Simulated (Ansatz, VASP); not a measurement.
# CuOF in VASP and in Ansatz

```
Cu O F
1.0
     3.23041    0.00000    0.00000
    -1.61520    2.79761    0.00000
     0.00000    0.00000    3.69352
Cu O F
1 1 1
Direct
  0.66667 0.33333 0.50000
  0.33333 0.66667 0.50000
  0.00000 0.00000 0.00000
```

Change from the starting cell: species swapped into the GdPPt type (P-6m2, No. 187).

Alike in both runs: functional PBE; k mesh 18 × 18 × 12; occupations gaussian, width 0.1 eV; collinear spin.

Ansatz relaxed the structure, and its values are those at the end. VASP's run is a single point on that final structure, the one shown.

|  | VASP | Ansatz |
| --- | --- | --- |
| version | VASP 6.6.1 | Ansatz 0.2.0 |
| potentials or method | VASP PAW PBE potentials, release 64 (Cu, O, F) | scalar-relativistic, plane waves, PAW |
| plane-wave cutoff (eV) | 520 | 420 |
| valence electrons in the cell | 24 | 32 |

```csv
,VASP,Ansatz,Ansatz less VASP
gap on the k mesh at the Fermi level (eV),none,none,-
pressure (GPa),0.6,0.0,-0.56
net moment per atom (μB),0.48,0.48,-0.003
size of the moment on the site where the two differ most (μB),0.26,0.28,+0.016
```

Site moments also hang on the region over which each program counts them. A gap of «none» marks a metal or a gap that the smearing closes. The functional is the same, so the differences come from potentials, cutoffs and numerics. The two sets of potentials don't hold the same shells in valence.

Caveats: a cell with one magnetic atom can't hold antiferromagnetic order, which such compounds often take; semilocal functionals often make such compounds metallic where correlation or magnetic order opens a gap, which also shifts bond lengths.
